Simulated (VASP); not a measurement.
All values below come from PBE GGA, VASP's PBE PAW potentials (set 64) (plane waves; VASP).

VASP input:

File POSCAR:
```
TiCo
1
    2.9990445466     0.0000000000     0.0000000000
    0.0000000000     2.9990445466     0.0000000000
    0.0000000000     0.0000000000     2.9990445466
Ti Co
1 1
Direct
  0.0000000000   0.0000000000   0.0000000000
  0.5000000000   0.5000000000   0.5000000000
```

File KPOINTS:
```
Automatic
0
G
  12 12 12
```

INCAR:
```
ALGO=Normal
EDIFF=1E-7
ENCUT=520
GGA=PE
ISIF=2
ISMEAR=1
LASPH=.TRUE.
LCHARG=.FALSE.
LMAXMIX=4
LREAL=.FALSE.
LWAVE=.FALSE.
NELM=100
PREC=Accurate
SIGMA=0.1
SYSTEM=TiCo
```

POTCAR, in this order: Ti_sv Co (PBE.64 set). Program: vasp_std.

What VASP printed:

**OSZICAR**
```
       N       E                     dE             d eps       ncg     rms          rms(c)
DAV:   1     0.151118157562E+03    0.15112E+03   -0.10623E+04  2352   0.187E+03
DAV:   2    -0.865027180403E+01   -0.15977E+03   -0.15699E+03  2394   0.407E+02
DAV:   3    -0.177408937170E+02   -0.90906E+01   -0.90074E+01  3762   0.107E+02
DAV:   4    -0.179848869220E+02   -0.24399E+00   -0.24349E+00  2920   0.147E+01
DAV:   5    -0.179944955654E+02   -0.96086E-02   -0.96082E-02  3470   0.268E+00    0.128E+01
DAV:   6    -0.160251702222E+02    0.19693E+01   -0.13548E+01  3064   0.557E+01    0.650E+00
DAV:   7    -0.188111491823E+02   -0.27860E+01   -0.31015E+01  3918   0.506E+01    0.249E+01
DAV:   8    -0.156039555907E+02    0.32072E+01   -0.19442E+01  3574   0.410E+01    0.161E+00
DAV:   9    -0.156369292232E+02   -0.32974E-01   -0.31170E-01  3070   0.533E+00    0.189E+00
DAV:  10    -0.156233262653E+02    0.13603E-01   -0.87726E-02  3430   0.370E+00    0.509E-01
DAV:  11    -0.156213392451E+02    0.19870E-02   -0.86052E-03  3016   0.109E+00    0.302E-01
DAV:  12    -0.156208411122E+02    0.49813E-03   -0.17276E-03  3546   0.359E-01    0.104E-01
DAV:  13    -0.156207152189E+02    0.12589E-03   -0.32716E-04  3052   0.162E-01    0.448E-02
DAV:  14    -0.156207020633E+02    0.13156E-04   -0.85578E-05  3510   0.779E-02    0.791E-03
DAV:  15    -0.156207022640E+02   -0.20078E-06   -0.52840E-06  2692   0.328E-02    0.133E-03
DAV:  16    -0.156207023778E+02   -0.11377E-06   -0.15349E-07  2170   0.521E-03    0.302E-04
DAV:  17    -0.156207023516E+02    0.26228E-07   -0.18676E-08  1326   0.183E-03
   1 F= -.15620702E+02 E0= -.15620151E+02  d E =-.165335E-02
```

**OUTCAR**
```
------------------------ aborting loop because EDIFF is reached ----------------------------------------
  FORCE on cell =-STRESS in cart. coord.  units (eV):
  Direction    XX          YY          ZZ          XY          YZ          ZX
  --------------------------------------------------------------------------------------
  Total       -0.8477638     -0.8477638     -0.8477638     -0.0000000     -0.0000000      0.0000000
  in kB      -50.3543176    -50.3543176    -50.3543176     -0.0000000     -0.0000000      0.0000000
  external PRESSURE =     -50.3543176 kB  Pullay stress =       0.0000000 kB
  volume of cell :       26.97
      direct lattice vectors                 reciprocal lattice vectors
     2.999044547  0.000000000  0.000000000     0.333439529  0.000000000  0.000000000
     0.000000000  2.999044547  0.000000000     0.000000000  0.333439529  0.000000000
     0.000000000  0.000000000  2.999044547     0.000000000  0.000000000  0.333439529
 POSITION                                       TOTAL-FORCE (eV/Angst)
 -----------------------------------------------------------------------------------
      0.00000      0.00000      0.00000         0.000000      0.000000      0.000000
      1.49952      1.49952      1.49952         0.000000      0.000000      0.000000
 -----------------------------------------------------------------------------------
    total drift:                                0.000000      0.000000     -0.000000
  FREE ENERGIE OF THE ION-ELECTRON SYSTEM (eV)
  ---------------------------------------------------
  free  energy   TOTEN  =       -15.6207023516 eV

  energy  without entropy=      -15.6190490014  energy(sigma->0) =      -15.62015123
```
(Selected blocks of OUTCAR.)

**OUTCAR**
```
 val. band max:        9.7313889161   @ k =   0.5000   0.0833   0.0000

 cond. band min:       9.7595567720   @ k =   0.4167   0.2500   0.0833


 Fermi energy:         9.7543660554

 k-point     1 :       0.0000    0.0000    0.0000
  band No.  band energies     occupation
      1     -47.4981      2.00000
      2     -23.5924      2.00000
      3     -23.5924      2.00000
      4     -23.5924      2.00000
      5       2.1325      2.00000
      6       6.0721      2.00000
      7       6.0721      2.00000
      8       8.3179      2.00000
      9       8.3179      2.00000
     10       8.3179      2.00000
     11      10.4968     -0.00000
     12      10.4968     -0.00000
     13      12.3853      0.00000
     14      12.3853      0.00000

 k-point     2 :       0.0833    0.0000    0.0000
  band No.  band energies     occupation
      1     -47.4961      2.00000
      2     -23.6119      2.00000
      3     -23.5910      2.00000
      4     -23.5910      2.00000
      5       2.2687      2.00000
      6       6.1326      2.00000
      7       6.1330      2.00000
      8       8.3084      2.00000
      9       8.3084      2.00000
     10       8.3422      2.00000
     11      10.4281     -0.00000
     12      10.5229     -0.00000
     13      12.2026      0.00000
     14      12.2026      0.00000

 k-point     3 :       0.1667    0.0000    0.0000
  band No.  band energies     occupation
      1     -47.4906      2.00000
      2     -23.6646      2.00000
      3     -23.5872      2.00000
      4     -23.5872      2.00000
      5       2.6675      2.00000
      6       6.2910      2.00000
      7       6.3109      2.00000
      8       8.2850      2.00000
      9       8.2850      2.00000
     10       8.4106      2.00000
     11      10.2276     -0.00000
     12      10.5784     -0.00000
     13      11.7596      0.00000
     14      11.7596      0.00000

 k-point     4 :       0.2500    0.0000    0.0000
  band No.  band energies     occupation
...
```

The compound is TiCo in the CsCl type structure. This cell is one point of a volume scan, at 1.03 of the reference volume. The run is not spin-polarised, so no magnetic state was tried. The electron count is odd and the run is not spin-polarised, which forces a metal.
